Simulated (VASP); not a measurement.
These are RPBE GGA, VASP's PBE PAW potentials (set 64) (plane waves; VASP) values and carry that method's errors.

A VASP calculation is set up with these files.

**POSCAR**
```
Ba
1
   -2.5812890248     2.5812890248     2.5812890248
    2.5812890248    -2.5812890248     2.5812890248
    2.5812890248     2.5812890248    -2.5812890248
Ba
1
Direct
  0.0000000000   0.0000000000   0.0000000000
```

**INCAR**
```
PREC  =  Accurate
ISIF  =  2
SYSTEM  =  Ba
NELM  =  100   # most electronic steps
LWAVE  =  .FALSE.
ISMEAR  =  1   # Methfessel-Paxton
LMAXMIX  =  4   # l cut-off of mixed one-centre charges
LASPH  =  .TRUE.   # aspherical one-centre terms
LREAL  =  .FALSE.   # projection in real space or not
ALGO  =  Normal
SIGMA  =  0.1
EDIFF  =  1E-7
LCHARG  =  .FALSE.
GGA  =  RP
ENCUT  =  520
```

### KPOINTS
```
Automatic mesh
0
Gamma
10 10 10
0 0 0
```

POTCAR, in this order: Ba_sv (PBE.64 set). Program: vasp_std.

What VASP printed:

**OSZICAR**
```
       N       E                     dE             d eps       ncg     rms          rms(c)
DAV:   1     0.611920184752E+02    0.61192E+02   -0.43356E+03   846   0.916E+02
DAV:   2     0.100265821663E+01   -0.60189E+02   -0.59452E+02  1004   0.150E+02
DAV:   3    -0.160124466320E+01   -0.26039E+01   -0.25827E+01  1057   0.377E+01
DAV:   4    -0.167809434373E+01   -0.76850E-01   -0.76811E-01  1324   0.552E+00
DAV:   5    -0.167889675960E+01   -0.80242E-03   -0.80181E-03  1229   0.383E-01    0.151E+00
DAV:   6    -0.168223942715E+01   -0.33427E-02   -0.38805E-03  1145   0.701E-01    0.913E-01
DAV:   7    -0.168593335028E+01   -0.36939E-02   -0.10486E-02   927   0.131E+00    0.536E-02
DAV:   8    -0.168621631338E+01   -0.28296E-03   -0.48850E-04  1342   0.204E-01    0.274E-02
DAV:   9    -0.168623491498E+01   -0.18602E-04   -0.15392E-05  1261   0.330E-02    0.936E-03
DAV:  10    -0.168624067083E+01   -0.57558E-05   -0.14159E-05   997   0.342E-02    0.109E-03
DAV:  11    -0.168624065914E+01    0.11689E-07   -0.75865E-07  1428   0.521E-03
   1 F= -.16862407E+01 E0= -.16863802E+01  d E =0.418622E-03
```

### OUTCAR
```
------------------------ aborting loop because EDIFF is reached ----------------------------------------
  FORCE on cell =-STRESS in cart. coord.  units (eV):
  Direction    XX          YY          ZZ          XY          YZ          ZX
  --------------------------------------------------------------------------------------
  Total       -0.0004028     -0.0004028     -0.0004028      0.0000000      0.0000000      0.0000000
  in kB       -0.0093803     -0.0093803     -0.0093803      0.0000000      0.0000000      0.0000000
  external PRESSURE =      -0.0093803 kB  Pullay stress =       0.0000000 kB
  volume of cell :       68.80
      direct lattice vectors                 reciprocal lattice vectors
    -2.581289025  2.581289025  2.581289025     0.000000000  0.193701672  0.193701672
     2.581289025 -2.581289025  2.581289025     0.193701672  0.000000000  0.193701672
     2.581289025  2.581289025 -2.581289025     0.193701672  0.193701672  0.000000000
 POSITION                                       TOTAL-FORCE (eV/Angst)
 -----------------------------------------------------------------------------------
      0.00000      0.00000      0.00000         0.000000      0.000000     -0.000000
 -----------------------------------------------------------------------------------
    total drift:                               -0.000000      0.000000      0.000000
  FREE ENERGIE OF THE ION-ELECTRON SYSTEM (eV)
  ---------------------------------------------------
  free  energy   TOTEN  =        -1.6862406591 eV

  energy  without entropy=       -1.6866592814  energy(sigma->0) =       -1.68638020
```
(Selected blocks of OUTCAR.)

The compound is Ba in the bcc structure. It was relaxed first, which changed the volume by +9 %.
